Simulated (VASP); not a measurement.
```
CELL_PARAMETERS angstrom
      5.83289     0.00000     0.00000
      0.00000     5.83289     0.00000
      0.00000     0.00000     5.83289
ATOMIC_POSITIONS crystal
  Mg 0.00000 0.00000 0.00000
  Te 0.26664 0.26664 0.26664
  Te 0.73336 0.73336 0.26664
  Te 0.73336 0.26664 0.73336
  Te 0.26664 0.73336 0.73336
  Be 0.50000 0.50000 0.00000
  Be 0.50000 0.00000 0.50000
  Be 0.00000 0.50000 0.50000
```

These are PBEsol GGA, VASP's PBE PAW potentials (set 64) (plane waves; VASP) values and carry that method's errors. Numerical set-up: 400 eV cut-off, 5×5×5 Γ-centred mesh, tetrahedra with Blöchl corrections, potentials Mg Te Be.

Unless said otherwise, spin-orbit coupling is left out, though it shifts the bands of the heavy elements here.

Question: Estimate the energy per atom (σ→0), band gap (on the k-mesh) with the smallest direct gap where there is one.

Answer: 
```
Quantity                                     Result
-----------------------------------  --------------
band gap (on the k-mesh)                    1.98 eV
smallest direct gap (on the k-mesh)         1.98 eV
energy per atom (σ→0)                -3.876 eV/atom
```

Only differences to runs with the same potentials and settings are physical.

The structure was generated: Be3MgTe4 was put into an ordered model structure (P-43m), which need not be its known phase. It was relaxed first.
